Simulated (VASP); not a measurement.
VASP ran on this input.

### INCAR
```
SYSTEM = CsPbBr3
PREC = Accurate
ENCUT = 520
EDIFF = 1E-7
NELM = 100
ALGO = Normal
LREAL = .FALSE.
LASPH = .TRUE.
ISMEAR = 0
SIGMA = 0.05
GGA = PE
IVDW = 12
LMAXMIX = 4
LWAVE = .FALSE.
LCHARG = .FALSE.
ISIF = 2
```

POSCAR:
```
CsPbBr3
1
    5.8089677423     0.0000000000     0.0000000000
    0.0000000000     5.8089677423     0.0000000000
    0.0000000000     0.0000000000     5.8089677423
Cs Pb Br
1 1 3
Direct
  0.0000000000   0.0000000000   0.0000000000
  0.5000000000   0.5000000000   0.5000000000
  0.5000000000   0.0000000000   0.5000000000
  0.0000000000   0.5000000000   0.5000000000
  0.5000000000   0.5000000000   0.0000000000
```

**KPOINTS**
```
Automatic
0
gamma
4 4 4
```

POTCAR, in this order: Cs_sv Pb_d Br (PBE.64 set). Program: vasp_std.

Question: Translate this PBE-D3(BJ) calculation to Quantum ESPRESSO's pw.x.

Answer: One equivalent input (not run):
```
&CONTROL
  calculation = 'scf'
  pseudo_dir = './pseudo'
  outdir = './out'
  tprnfor = .true.
  tstress = .true.
/
&SYSTEM
  ibrav = 0
  nat = 5
  ntyp = 3
  ecutwfc = 62.5
  occupations = 'smearing'
  smearing = 'gaussian'
  degauss = 0.003675
  input_dft = 'pbe'
  vdw_corr = 'grimme-d3'
  dftd3_version = 4
  dftd3_threebody = .false.
/
&ELECTRONS
  conv_thr = 7.3e-09
  electron_maxstep = 100
/
ATOMIC_SPECIES
  Cs 132.905 Cs.upf
  Pb 207.200 Pb.upf
  Br 79.904 Br.upf
CELL_PARAMETERS angstrom
     5.8089677    0.0000000    0.0000000
     0.0000000    5.8089677    0.0000000
     0.0000000    0.0000000    5.8089677
ATOMIC_POSITIONS crystal
  Cs   0.0000000  0.0000000  0.0000000
  Pb   0.5000000  0.5000000  0.5000000
  Br   0.5000000  0.0000000  0.5000000
  Br   0.0000000  0.5000000  0.5000000
  Br   0.5000000  0.5000000  0.0000000
K_POINTS automatic
  4 4 4 0 0 0
```
What does not carry over: the potentials are each code's own (VASP's PAW set, PseudoDojo norm-conserving files in pw.x), so ENCUT and ecutwfc are chosen apart and not converted; conv_thr bounds pw.x's estimated SCF error, while EDIFF bounds the energy change between steps.

The compound is CsPbBr3 in the cubic perovskite structure, the ideal cubic form; the compound distorts at low or room temperature. This cell is one point of a volume scan, at 0.94 of the reference volume.
